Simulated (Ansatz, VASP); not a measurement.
# HfCdO3 in two plane-wave programs, part 3 of 3

One calculation is typed for both programs; each brings its own data sets. How far apart do they land? The cell is generated by rule, not measured, and may not be a known phase. The cell is taken from a series of runs on this material, whose earlier steps may have relaxed, scaled, displaced or heated it; both programs get it as it stands.

VASP 6.6.1 and Ansatz 0.2.0.

So far: Starting point; Ansatz: zone-centre phonons, PBEsol; VASP: zone-centre phonons, PBEsol.

### 3. VASP: zone-centre phonons, PBEsol (continued)

Level of this step: PBEsol; plane waves and PAW (Cd, Hf_pv, O); invented cell (VASP).

Numbers of over 12 decimals in the logs are rounded to 6 here.

OUTCAR, selected parts (step 3):

```text
ion  position               nearest neighbor table
   1  0.000  0.000  0.000-   3 2.88   4 2.88   5 2.88   4 2.88   5 2.88   3 2.88   5 2.88   5 2.88
                             3 2.88   4 2.88   4 2.88   3 2.88   2 3.52   2 3.52   2 3.52   2 3.52
   2  0.500  0.500  0.500-   3 2.03   4 2.03   5 2.03   3 2.03   4 2.03   5 2.03   1 3.52   1 3.52
                             1 3.52   1 3.52   1 3.52   1 3.52   1 3.52   1 3.52
   3  0.500  0.500  0.000-   2 2.03   2 2.03   1 2.88   1 2.88   1 2.88   1 2.88
   4  0.500  0.000  0.500-   2 2.03   2 2.03   1 2.88   1 2.88   1 2.88   1 2.88
   5  0.000  0.500  0.500-   2 2.03   2 2.03   1 2.88   1 2.88   1 2.88   1 2.88

  LATTYP: Found a simple cubic cell.
 ALAT       =     4.0659610577

 Subroutine GETGRP returns: Found 48 space group operations
 (whereof 48 operations were pure point group operations)

The static configuration has the point symmetry O_h .

 Found     35 irreducible k-points:

   k-points           NKPTS =     35   k-points in BZ     NKDIM =     35   number of bands    NBANDS=     26

   dimension x,y,z NGX =    32 NGY =   32 NGZ =   32
   dimension x,y,z NGXF=    64 NGYF=   64 NGZF=   64

   ENCUT  =  600.0 eV  44.10 Ry    6.64 a.u.   8.12  8.12  8.12*2*pi/ulx,y,z

   NELECT =      40.0000    total number of electrons

 k-points in reciprocal lattice and weights: Automatic mesh
   0.00000000  0.00000000  0.00000000       0.002
   0.12500000  0.00000000  0.00000000       0.012
   0.25000000  0.00000000  0.00000000       0.012
   0.37500000  0.00000000  0.00000000       0.012
   0.50000000  0.00000000  0.00000000       0.006
   0.12500000  0.12500000  0.00000000       0.023
   0.25000000  0.12500000  0.00000000       0.047
   0.37500000  0.12500000  0.00000000       0.047
   0.50000000  0.12500000  0.00000000       0.023
[...]
0.50000000  0.50000000  0.37500000       0.012
   0.50000000  0.50000000  0.50000000       0.002

 average (electrostatic) potential at core
       1 -39.0365       2 -37.8857       3 -71.6378       4 -71.6378       5 -71.6378

  Total       -0.7006945     -0.7006945     -0.7006945     -0.0000000      0.0000000     -0.0000000
[...]
POSITION                                       TOTAL-FORCE (eV/Angst)
 -----------------------------------------------------------------------------------
      0.00000      0.00000      0.00000         0.000000      0.000000      0.000000
      2.03298      2.03298      2.03298         0.000000      0.000000      0.000000
      2.03298      2.03298      0.00000         0.000000      0.000000      0.000000
      2.03298      0.00000      2.03298         0.000000      0.000000      0.000000
      0.00000      2.03298      2.03298         0.000000      0.000000      0.000000
 -----------------------------------------------------------------------------------
    total drift:                                0.000000     -0.000000     -0.000000

 Eigenvectors and eigenvalues of the dynamical matrix
 ----------------------------------------------------

   1 f  =   19.094337 THz   119.973258 2PiTHz  636.918525 cm-1    78.967797 meV
             X         Y         Z           dx          dy          dz
      0.000000  0.000000  0.000000    -0.001056   -0.012389   -0.000000
      2.032981  2.032981  2.032981    -0.015273   -0.179163   -0.000000
      2.032981  2.032981  0.000000    -0.013701   -0.160727    0.000000
      2.032981  0.000000  2.032981    -0.013701    0.953345   -0.000000
      0.000000  2.032981  2.032981     0.081266   -0.160727   -0.000000

   2 f  =   19.094337 THz   119.973258 2PiTHz  636.918525 cm-1    78.967797 meV
             X         Y         Z           dx          dy          dz
      0.000000  0.000000  0.000000     0.000000    0.000000   -0.012434
      2.032981  2.032981  2.032981     0.000000    0.000000   -0.179813
      2.032981  2.032981  0.000000     0.000000    0.000000    0.956802
      2.032981  0.000000  2.032981     0.000000   -0.000000   -0.161310
      0.000000  2.032981  2.032981    -0.000000    0.000000   -0.161310

   3 f  =   19.094337 THz   119.973258 2PiTHz  636.918525 cm-1    78.967797 meV
             X         Y         Z           dx          dy          dz
      0.000000  0.000000  0.000000     0.012389   -0.001056    0.000000
      2.032981  2.032981  2.032981     0.179163   -0.015273    0.000000
      2.032981  2.032981  0.000000     0.160727   -0.013701    0.000000
      2.032981  0.000000  2.032981     0.160727    0.081266    0.000000
      0.000000  2.032981  2.032981    -0.953345   -0.013701   -0.000000

   4 f  =    4.071188 THz    25.580029 2PiTHz  135.800215 cm-1    16.837073 meV
             X         Y         Z           dx          dy          dz
      0.000000  0.000000  0.000000     0.000858    0.007465    0.490236
      2.032981  2.032981  2.032981    -0.001128   -0.009816   -0.644611
      2.032981  2.032981  0.000000     0.000725    0.006309    0.024924
      2.032981  0.000000  2.032981     0.000725    0.000380    0.414301
      0.000000  2.032981  2.032981     0.000044    0.006309    0.414301

   5 f  =    4.071188 THz    25.580029 2PiTHz  135.800215 cm-1    16.837073 meV
             X         Y         Z           dx          dy          dz
      0.000000  0.000000  0.000000    -0.487904    0.048347    0.000118
      2.032981  2.032981  2.032981     0.641544   -0.063571   -0.000155
      2.032981  2.032981  0.000000    -0.412330    0.040858    0.000006
      2.032981  0.000000  2.032981    -0.412330    0.002458    0.000100
      0.000000  2.032981  2.032981    -0.024806    0.040858    0.000100

   6 f  =    4.071188 THz    25.580029 2PiTHz  135.800215 cm-1    16.837073 meV
             X         Y         Z           dx          dy          dz
      0.000000  0.000000  0.000000     0.048339    0.487847   -0.007513
      2.032981  2.032981  2.032981    -0.063562   -0.641469    0.009879
      2.032981  2.032981  0.000000     0.040852    0.412282   -0.000382
      2.032981  0.000000  2.032981     0.040852    0.024803   -0.006349
      0.000000  2.032981  2.032981     0.002458    0.412282   -0.006349

   7 f  =    0.020663 THz     0.129830 2PiTHz    0.689248 cm-1     0.085456 meV
             X         Y         Z           dx          dy          dz
      0.000000  0.000000  0.000000     0.571585   -0.037148    0.002267
      2.032981  2.032981  2.032981     0.724959   -0.047116    0.002875
      2.032981  2.032981  0.000000     0.219262   -0.014250    0.000863
      2.032981  0.000000  2.032981     0.219262   -0.014142    0.000870
      0.000000  2.032981  2.032981     0.217603   -0.014250    0.000870

   8 f  =    0.020663 THz     0.129830 2PiTHz    0.689248 cm-1     0.085456 meV
             X         Y         Z           dx          dy          dz
      0.000000  0.000000  0.000000     0.037144    0.567215   -0.070591
      2.032981  2.032981  2.032981     0.047110    0.719415   -0.089532
      2.032981  2.032981  0.000000     0.014248    0.217586   -0.026874
      2.032981  0.000000  2.032981     0.014248    0.215939   -0.027079
      0.000000  2.032981  2.032981     0.014141    0.217586   -0.027079

   9 f  =    0.020663 THz     0.129830 2PiTHz    0.689248 cm-1     0.085456 meV
             X         Y         Z           dx          dy          dz
      0.000000  0.000000  0.000000     0.002333    0.070589    0.568425
      2.032981  2.032981  2.032981     0.002959    0.089530    0.720950
      2.032981  2.032981  0.000000     0.000895    0.027078    0.216399
      2.032981  0.000000  2.032981     0.000895    0.026873    0.218050
      0.000000  2.032981  2.032981     0.000888    0.027078    0.218050

  10 f/i=    4.349625 THz    27.329497 2PiTHz  145.087859 cm-1    17.988594 meV
             X         Y         Z           dx          dy          dz
      0.000000  0.000000  0.000000    -0.009938   -0.238968   -0.611685
      2.032981  2.032981  2.032981     0.002357    0.056663    0.145041
      2.032981  2.032981  0.000000     0.007626    0.183378    0.177581
      2.032981  0.000000  2.032981     0.007626    0.069376    0.469391
      0.000000  2.032981  2.032981     0.002885    0.183378    0.469391

  11 f/i=    4.349625 THz    27.329497 2PiTHz  145.087859 cm-1    17.988594 meV
             X         Y         Z           dx          dy          dz
      0.000000  0.000000  0.000000     0.655399   -0.042195    0.005836
      2.032981  2.032981  2.032981    -0.155406    0.010005   -0.001384
      2.032981  2.032981  0.000000    -0.502937    0.032380   -0.001694
      2.032981  0.000000  2.032981    -0.502937    0.012250   -0.004478
      0.000000  2.032981  2.032981    -0.190272    0.032380   -0.004478

  12 f/i=    4.349625 THz    27.329497 2PiTHz  145.087859 cm-1    17.988594 meV
             X         Y         Z           dx          dy          dz
      0.000000  0.000000  0.000000    -0.041421   -0.610309    0.239103
      2.032981  2.032981  2.032981     0.009822    0.144714   -0.056695
      2.032981  2.032981  0.000000     0.031786    0.468335   -0.069415
      2.032981  0.000000  2.032981     0.031786    0.177181   -0.183482
      0.000000  2.032981  2.032981     0.012025    0.468335   -0.183482

  13 f/i=    6.910399 THz    43.419316 2PiTHz  230.506093 cm-1    28.579100 meV
             X         Y         Z           dx          dy          dz
      0.000000  0.000000  0.000000     0.000000    0.000000    0.000000
      2.032981  2.032981  2.032981    -0.000000   -0.000000   -0.000000
      2.032981  2.032981  0.000000     0.005739    0.018598   -0.000000
      2.032981  0.000000  2.032981    -0.005739   -0.000000    0.706839
      0.000000  2.032981  2.032981    -0.000000   -0.018598   -0.706839

  14 f/i=    6.910399 THz    43.419316 2PiTHz  230.506093 cm-1    28.579100 meV
             X         Y         Z           dx          dy          dz
      0.000000  0.000000  0.000000    -0.000000   -0.000000   -0.000000
      2.032981  2.032981  2.032981     0.000000   -0.000000    0.000000
      2.032981  2.032981  0.000000     0.701783   -0.086536   -0.000000
      2.032981  0.000000  2.032981    -0.701783   -0.000000   -0.003421
      0.000000  2.032981  2.032981    -0.000000    0.086536    0.003421

  15 f/i=    6.910399 THz    43.419316 2PiTHz  230.506093 cm-1    28.579100 meV
             X         Y         Z           dx          dy          dz
      0.000000  0.000000  0.000000     0.000000   -0.000000    0.000000
      2.032981  2.032981  2.032981    -0.000000   -0.000000   -0.000000
      2.032981  2.032981  0.000000    -0.086413   -0.701545   -0.000000
      2.032981  0.000000  2.032981     0.086413    0.000000    0.019161
      0.000000  2.032981  2.032981     0.000000    0.701545   -0.019161

 ELASTIC MODULI CONTR FROM IONIC RELAXATION (kBar)
 Direction    XX          YY          ZZ          XY          YZ          ZX
 --------------------------------------------------------------------------------
 XX           0.0000      0.0000      0.0000      0.0000      0.0000      0.0000
 YY           0.0000      0.0000      0.0000      0.0000      0.0000      0.0000
 ZZ           0.0000      0.0000      0.0000      0.0000      0.0000      0.0000
 XY           0.0000      0.0000      0.0000      0.0000      0.0000      0.0000
 YZ           0.0000      0.0000      0.0000      0.0000      0.0000      0.0000
 ZX           0.0000      0.0000      0.0000      0.0000      0.0000      0.0000
 --------------------------------------------------------------------------------
```

Harder data sets than Hf_pv exist (the GW ones), and pressures, volumes and forces can shift noticeably with them.

### 4. Differences

Known differences besides the potentials themselves: the data sets hold 64 valence electrons in Ansatz (on its PAW soft_1 files) and 40 in VASP; the cutoff is 420 eV in Ansatz and 600 eV in VASP; Ansatz makes its cores anew for this functional, VASP keeps those of its PBE data sets. Total energies have different zeros and are not compared.

The two programs side by side:

```tsv
quantity	Ansatz	VASP	difference
optical mode 1 to 3 (imaginary, printed as negative) (cm⁻¹)	-240.3	-230.5	-9.8
optical mode 4 to 6 (imaginary, printed as negative) (cm⁻¹)	-156.7	-145.1	-11.7
optical mode 7 to 9 (cm⁻¹)	122.4	135.8	-9.85 %
optical mode 10 to 12 (cm⁻¹)	637.0	636.9	+0.01 %
```

Modes are paired by rising frequency, not by their patterns, so a pair may set unlike modes beside each other; they are those without the splitting of longitudinal modes.

### 5. What the set-up changes

Further runs change the set-up of one program: Ansatz's method, potentials or start, or VASP's data sets, cutoff or form of LDA. The table gives Ansatz less VASP for each quantity, since a change that brings one quantity closer may part another.

```tsv
run	optical mode 1 to 3 (imaginary, printed as negative) (cm⁻¹)	optical mode 4 to 6 (imaginary, printed as negative) (cm⁻¹)	optical mode 7 to 9 (%)	optical mode 10 to 12 (%)
as above	-9.8	-12	-9.8	0.0081
VASP with the data sets Cd_sv_GW, Hf_sv and O	-6.2	-6.1	-8.5	-1.5
```

### 6. Outcome

| Property | Result |
| --- | --- |
| r.m.s. difference of the optical zone-centre modes, each program's sorted by frequency (zone-centre phonons, PBEsol) | 10 cm⁻¹ |
| difference in optical mode 7 to 9 (zone-centre phonons, PBEsol) | -9.8 % |

What this shows: The r.m.s. difference of the optical zone-centre modes, each program's sorted by frequency is 10 cm⁻¹ (zone-centre phonons, PBEsol). The data sets hold unlike numbers of valence electrons (64 in Ansatz and 40 in VASP), so part of the differences may come from the potentials. Among the rows given in per cent, the largest difference of the zone-centre phonons, PBEsol pair is in optical mode 7 to 9, -9.8 %. Zone-centre phonons, PBEsol, VASP with the data sets Cd_sv_GW, Hf_sv and O: the difference in optical mode 1 to 3 (imaginary, printed as negative) goes from -9.8 to -6.2 cm⁻¹; the difference in optical mode 4 to 6 (imaginary, printed as negative) goes from -12 to -6.1 cm⁻¹; the difference in optical mode 10 to 12 goes from 0.0081 to -1.5 %. Such differences can come from data sets, numerical settings and the points named under the comparisons, not from the functional's error against experiment.

[Lines on the potential files, build, host, timing and source positions are cut from VASP's logs without a mark.]

[Logs are printed without paths, hosts, clocks, repeated set-up lines and the standing remarks that a program may print on its own settings, such as how far it seeks lower states.]

[Hosts, paths, dates, database ids (printed as entryN), source tags and the programs' standing remarks are cut or masked in the printed files.]
